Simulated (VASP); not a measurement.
These are PBEsol GGA, VASP's PBE PAW potentials (set 64) (plane waves; VASP) values and carry that method's errors.

VASP ran on this input.

**POSCAR**
```
MgS
1.0
  0.0000000000   2.3948489859   2.3948489859
  2.3948489859   0.0000000000   2.3948489859
  2.3948489859   2.3948489859   0.0000000000
Mg S
1 1
Direct
  0.0000000000   0.0000000000   0.0000000000
  0.5000000000   0.5000000000   0.5000000000
```

File KPOINTS:
```
Automatic mesh
0
Gamma
10 10 10
```

### INCAR
```
SYSTEM=MgS
PREC=Accurate; ENCUT=500; LREAL=.FALSE.
LASPH=.TRUE.
EDIFF=1E-6; NELM=100; ALGO=Normal
ISMEAR=0; SIGMA=0.05
GGA=PS
IBRION=2; NSW=40; ISIF=3
EDIFFG=-0.02; PSTRESS=450
LWAVE=.FALSE.; LCHARG=.FALSE.
```

POTCAR, in this order: Mg S (PBE.64 set). Program: vasp_std.

Output

**OSZICAR**
```
       N       E                     dE             d eps       ncg     rms          rms(c)
DAV:   1     0.209356040639E+02    0.20936E+02   -0.38102E+03   832   0.807E+02
DAV:   2    -0.820244672197E+01   -0.29138E+02   -0.27322E+02  1048   0.112E+02
DAV:   3    -0.885550656619E+01   -0.65306E+00   -0.65306E+00   968   0.222E+01
DAV:   4    -0.885714828508E+01   -0.16417E-02   -0.16417E-02  1200   0.121E+00
DAV:   5    -0.885715018259E+01   -0.18975E-05   -0.18975E-05   992   0.294E-02    0.556E+00
DAV:   6    -0.856983709206E+01    0.28731E+00   -0.60348E-01   768   0.417E+00    0.426E+00
DAV:   7    -0.852385591269E+01    0.45981E-01   -0.21877E-01   896   0.259E+00    0.238E+00
DAV:   8    -0.852208160453E+01    0.17743E-02   -0.63120E-03   912   0.624E-01    0.688E-01
DAV:   9    -0.852202935447E+01    0.52250E-04   -0.15017E-04  1032   0.112E-01    0.172E-01
DAV:  10    -0.852203321586E+01   -0.38614E-05   -0.14864E-05  1040   0.280E-02    0.311E-02
DAV:  11    -0.852203340364E+01   -0.18779E-06   -0.63506E-07   656   0.543E-03
   1 F= -.80649343E+00 E0= -.80649343E+00  d E =-.806493E+00
       N       E                     dE             d eps       ncg     rms          rms(c)
DAV:   1    -0.779855431744E+01    0.72348E+00   -0.20232E+01   984   0.337E+01    0.113E+01
DAV:   2    -0.707643630633E+01    0.72212E+00   -0.15081E+00   784   0.775E+00    0.366E+00
DAV:   3    -0.694470380414E+01    0.13173E+00   -0.53172E-01   800   0.447E+00    0.315E+00
DAV:   4    -0.694471756228E+01   -0.13758E-04   -0.30088E-03   920   0.532E-01    0.301E+00
DAV:   5    -0.694162644533E+01    0.30911E-02   -0.31430E-03   784   0.433E-01    0.161E+00
DAV:   6    -0.694157997700E+01    0.46468E-04   -0.60380E-05   944   0.705E-02    0.582E-01
DAV:   7    -0.694157432055E+01    0.56565E-05   -0.47875E-06   904   0.198E-02    0.194E-01
DAV:   8    -0.694157317483E+01    0.11457E-05   -0.33602E-06   832   0.135E-02    0.253E-02
DAV:   9    -0.694157303677E+01    0.13805E-06   -0.56760E-08   464   0.236E-03
   2 F= -.59260548E+00 E0= -.59260548E+00  d E =0.213888E+00
       N       E                     dE             d eps       ncg     rms          rms(c)
DAV:   1    -0.845342423664E+01   -0.15119E+01   -0.77097E+00   856   0.187E+01    0.503E+00
DAV:   2    -0.815460327254E+01    0.29882E+00   -0.72192E-01   768   0.533E+00    0.202E+00
DAV:   3    -0.810539093936E+01    0.49212E-01   -0.23201E-01   832   0.284E+00    0.953E-01
DAV:   4    -0.810492654883E+01    0.46439E-03   -0.16195E-03   896   0.372E-01    0.800E-01
DAV:   5    -0.810407562459E+01    0.85092E-03   -0.56009E-04   864   0.192E-01    0.113E-01
DAV:   6    -0.810406332968E+01    0.12295E-04   -0.11262E-05   944   0.301E-02    0.505E-02
DAV:   7    -0.810406314877E+01    0.18091E-06   -0.78600E-07   624   0.593E-03
   3 F= -.90082241E+00 E0= -.90082241E+00  d E =-.943290E-01
       N       E                     dE             d eps       ncg     rms          rms(c)
DAV:   1    -0.808680873797E+01    0.17255E-01   -0.29933E-03   936   0.382E-01    0.105E-01
DAV:   2    -0.808669208341E+01    0.11665E-03   -0.27510E-04   776   0.102E-01    0.384E-02
DAV:   3    -0.808667395469E+01    0.18129E-04   -0.87690E-05   864   0.555E-02    0.263E-02
DAV:   4    -0.808667411940E+01   -0.16471E-06   -0.54926E-07   584   0.704E-03
   4 F= -.90095519E+00 E0= -.90095519E+00  d E =-.944618E-01
```

File OUTCAR:
```
------------------------ aborting loop because EDIFF is reached ----------------------------------------
  FORCE on cell =-STRESS in cart. coord.  units (eV):
  Direction    XX          YY          ZZ          XY          YZ          ZX
  --------------------------------------------------------------------------------------
  Total        7.1773451      7.1773451      7.1773451      0.0000000      0.0000000     -0.0000000
  in kB      449.4755976    449.4755976    449.4755976      0.0000000      0.0000000     -0.0000000
  external PRESSURE =      -0.5244024 kB  Pullay stress =     450.0000000 kB
  volume of cell :       25.58
      direct lattice vectors                 reciprocal lattice vectors
     0.000000000  2.338726480  2.338726480    -0.213791567  0.213791567  0.213791567
     2.338726480  0.000000000  2.338726480     0.213791567 -0.213791567  0.213791567
     2.338726480  2.338726480  0.000000000     0.213791567  0.213791567 -0.213791567
 POSITION                                       TOTAL-FORCE (eV/Angst)
 -----------------------------------------------------------------------------------
      2.33873      2.33873      0.00000         0.000000     -0.000000     -0.000000
      2.33873      2.33873      2.33873        -0.000000      0.000000      0.000000
 -----------------------------------------------------------------------------------
    total drift:                                0.000000      0.000000      0.000000
  FREE ENERGIE OF THE ION-ELECTRON SYSTEM (eV)
  ---------------------------------------------------
  free  energy   TOTEN  =        -8.0866741194 eV

  energy  without entropy=       -8.0866741194  energy(sigma->0) =       -8.08667412
  enthalpy is  TOTEN    =        -0.9009551905 eV   P V=        7.1857189289

 reached required accuracy - stopping structural energy minimisation
```
(Selected blocks of OUTCAR.)

File CONTCAR:
```
MgS
   1.00000000000000
     0.0000000000000000    2.3387264796747544    2.3387264796747544
     2.3387264796747544    0.0000000000000000    2.3387264796747544
     2.3387264796747544    2.3387264796747544    0.0000000000000000
  Mg              S
     1     1
Direct
     0.0000000000000000    0.0000000000000000    1.0000000000000000
     0.5000000000000000    0.5000000000000000    0.5000000000000000
```

Energy and stress use the plane-wave basis of the starting cell.

The structure was generated: MgS was put into the rock salt type (Fm-3m), which need not be its known phase. This run relaxes it under an external pressure of 45 GPa. Symmetry was kept, so distortions that lower it aren't found.
